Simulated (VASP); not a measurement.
OSZICAR of a VASP run on Lu (hcp):

**OSZICAR**
```
       N       E                     dE             d eps       ncg     rms          rms(c)
DAV:   1     0.479175533522E+02    0.47918E+02   -0.86877E+03  2859   0.152E+03
DAV:   2    -0.638128652643E+01   -0.54299E+02   -0.52877E+02  2873   0.749E+02
DAV:   3    -0.879897181852E+01   -0.24177E+01   -0.22805E+01  3004   0.663E+01
DAV:   4    -0.888116326163E+01   -0.82191E-01   -0.81442E-01  3041   0.935E+00
DAV:   5    -0.888408471963E+01   -0.29215E-02   -0.28485E-02  2844   0.178E+00    0.260E+01
DAV:   6    -0.887978665273E+01    0.42981E-02   -0.30512E-02  2786   0.417E+00    0.155E+01
DAV:   7    -0.889067461804E+01   -0.10888E-01   -0.56893E-02  2686   0.551E+00    0.383E-01
DAV:   8    -0.889055884849E+01    0.11577E-03   -0.38031E-03  2734   0.844E-01    0.100E-01
DAV:   9    -0.889056614291E+01   -0.72944E-05   -0.18842E-04  2843   0.221E-01    0.272E-02
DAV:  10    -0.889056187552E+01    0.42674E-05   -0.19698E-05  2840   0.710E-02    0.304E-02
DAV:  11    -0.889056223432E+01   -0.35880E-06   -0.62729E-07  1592   0.168E-02
   1 F= -.95602083E+01 E0= -.95609756E+01  d E =-.956021E+01
```

Which electronic solver shows in the log?

It is blocked Davidson (ALGO = Normal, or the opening steps of other solvers). The INCAR had ALGO = Normal.

Can the final energy be trusted as converged?

The calculation finished and met its thresholds. It stopped with EDIFF = 1E-6, NELM = 100, NSW = 60 and EDIFFG = -0.01 after 1 ionic step (PBE GGA with D3 dispersion (zero damping), plane waves, VASP's PBE PAW potentials (set 64)).

The compound is Lu in the hcp structure. It was relaxed first. The start is the result of an earlier pass.
